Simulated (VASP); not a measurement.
All values below come from PBE GGA, VASP's PBE PAW potentials (set 64) (plane waves; VASP 6.6.1).

VASP ran on this input.

**POSCAR**
```
RhTe
1
    0.0000000000     2.7324916504     2.7324916504
    2.7324916504     0.0000000000     2.7324916504
    2.7324916504     2.7324916504     0.0000000000
Rh Te
1 1
Direct
  0.0000000000   0.0000000000   0.0000000000
  0.5000000000   0.5000000000   0.5000000000
```

**KPOINTS**
```
Automatic mesh
0
Gamma
13 13 13
0 0 0
```

INCAR:
```
! general
SYSTEM   =  RhTe
PREC     =  Accurate
ENCUT    =  400
LREAL    =  .False.
LASPH    =  .True.   ! aspherical one-centre terms

! electronic loop
EDIFF    =  1E-7   ! SCF stop (eV)
NELM     =  100   ! most electronic steps
ALGO     =  Normal   ! blocked Davidson
LMAXMIX  =  4   ! l cut-off of mixed one-centre charges

! smearing
ISMEAR   =  -5   ! tetrahedra, Bloechl

! functional
GGA      =  PE

! ions
ISIF     =  2   ! forces and stress, cell fixed

! output
LWAVE    =  .False.
LCHARG   =  .True.
LORBIT   =  11   ! lm-projected
NEDOS    =  601   ! DOS grid
```

POTCAR, in this order: Rh_pv Te (PBE.64 set). Program: vasp_std.

The resulting files:

OSZICAR:
```
       N       E                     dE             d eps       ncg     rms          rms(c)
DAV:   1     0.107233540026E+03    0.10723E+03   -0.10523E+04  2840   0.112E+03
DAV:   2    -0.805232673556E+01   -0.11529E+03   -0.11324E+03  2718   0.297E+02
DAV:   3    -0.105689832192E+02   -0.25167E+01   -0.25023E+01  2796   0.462E+01
DAV:   4    -0.105963902384E+02   -0.27407E-01   -0.27401E-01  2900   0.488E+00
DAV:   5    -0.105968980856E+02   -0.50785E-03   -0.50768E-03  2862   0.581E-01    0.873E+00
DAV:   6    -0.105370101123E+02    0.59888E-01   -0.91109E-02  2574   0.315E+00    0.497E+00
DAV:   7    -0.105262022797E+02    0.10808E-01   -0.65512E-02  2502   0.171E+00    0.112E+00
DAV:   8    -0.105196542403E+02    0.65480E-02   -0.25952E-02  2502   0.181E+00    0.626E-01
DAV:   9    -0.105193611382E+02    0.29310E-03   -0.15349E-03  2546   0.319E-01    0.192E-01
DAV:  10    -0.105193612996E+02   -0.16139E-06   -0.27329E-04  2814   0.170E-01    0.422E-02
DAV:  11    -0.105193490615E+02    0.12238E-04   -0.89798E-06  2580   0.301E-02    0.495E-03
DAV:  12    -0.105193569183E+02   -0.78568E-05   -0.65082E-07  2748   0.713E-03    0.621E-03
DAV:  13    -0.105193570212E+02   -0.10291E-06   -0.66914E-08  1896   0.226E-03    0.648E-04
DAV:  14    -0.105193565082E+02    0.51303E-06   -0.48913E-09  1362   0.623E-04    0.551E-05
DAV:  15    -0.105193565101E+02   -0.19222E-08   -0.64966E-10  1248   0.217E-04
   1 F= -.10519357E+02 E0= -.10519357E+02  d E =0.000000E+00
```

OUTCAR:
```
------------------------ aborting loop because EDIFF is reached ----------------------------------------
  FORCE on cell =-STRESS in cart. coord.  units (eV):
  Direction    XX          YY          ZZ          XY          YZ          ZX
  --------------------------------------------------------------------------------------
  Total       -0.0044145     -0.0044145     -0.0044145      0.0000000     -0.0000000     -0.0000000
  in kB       -0.1733348     -0.1733348     -0.1733348      0.0000000     -0.0000000     -0.0000000
  external PRESSURE =      -0.1733348 kB  Pullay stress =       0.0000000 kB
  volume of cell :       40.80
      direct lattice vectors                 reciprocal lattice vectors
     0.000000000  2.732491650  2.732491650    -0.182983176  0.182983176  0.182983176
     2.732491650  0.000000000  2.732491650     0.182983176 -0.182983176  0.182983176
     2.732491650  2.732491650  0.000000000     0.182983176  0.182983176 -0.182983176
 POSITION                                       TOTAL-FORCE (eV/Angst)
 -----------------------------------------------------------------------------------
      0.00000      0.00000      0.00000         0.000000      0.000000      0.000000
      2.73249      2.73249      2.73249        -0.000000     -0.000000     -0.000000
 -----------------------------------------------------------------------------------
    total drift:                               -0.000000      0.000000      0.000000
  FREE ENERGIE OF THE ION-ELECTRON SYSTEM (eV)
  ---------------------------------------------------
  free  energy   TOTEN  =       -10.5193565101 eV

  energy  without entropy=      -10.5193565101  energy(sigma->0) =      -10.51935651

 total charge

# of ion       s       p       d       tot
------------------------------------------
    1        0.336   6.163   7.349  13.848
    2        1.361   1.871   0.101   3.333
--------------------------------------------------
tot          1.697   8.035   7.450  17.182
```
(Selected blocks of OUTCAR.)

OUTCAR:
```
 val. band max:        9.5414139796   @ k =   0.1538   0.1538   0.0000

 cond. band min:       9.4932116396   @ k =  -0.0769   0.0769   0.0000


 Fermi energy:         9.5663926670

 k-point     1 :       0.0000    0.0000    0.0000
  band No.  band energies     occupation
      1     -36.2120      2.00000
      2     -36.2120      2.00000
      3     -36.2120      2.00000
      4      -3.8966      2.00000
      5       7.3018      2.00000
      6       7.3018      2.00000
      7       7.3018      2.00000
      8       7.3207      2.00000
      9       7.3207      2.00000
     10       9.3512      2.00000
     11       9.3512      2.42843
     12       9.3512      2.25767
     13      14.2355      0.00000
     14      17.7523      0.00000

 k-point     2 :       0.0769    0.0000    0.0000
  band No.  band energies     occupation
      1     -36.2130      2.00000
      2     -36.2123      2.00000
      3     -36.2123      2.00000
      4      -3.8225      2.00000
      5       7.0564      2.00000
      6       7.0564      2.00000
      7       7.1092      2.00000
      8       7.3450      2.00000
      9       7.3450      2.00000
     10       9.0776      2.00000
     11       9.6793      0.10964
     12       9.6793      0.01769
     13      14.6864      0.00000
     14      17.5443      0.00000

 k-point     3 :       0.1538    0.0000    0.0000
  band No.  band energies     occupation
      1     -36.2152      2.00000
      2     -36.2123      2.00000
      3     -36.2123      2.00000
      4      -3.6053      2.00000
      5       6.4535      2.00000
      6       6.5480      2.00000
      7       6.5480      2.00000
      8       7.4603      2.00000
      9       7.4603      2.00000
     10       8.6937      2.00000
     11      10.3797     -0.05568
     12      10.3797      0.00000
     13      15.4180      0.00000
     14      17.2640      0.00000

 k-point     4 :       0.2308    0.0000    0.0000
  band No.  band energies     occupation
...
```

For a metal the tetrahedron method with Blöchl corrections gives inexact stress and forces. Unless said otherwise, spin-orbit coupling is left out, though it shifts the bands of the heavy elements here.

The structure was generated: RhTe was put into the rock salt type (Fm-3m), which need not be its known phase. It was relaxed first, which changed the volume by -26 %. The electron count is odd and the run is not spin-polarised, which forces a metal.
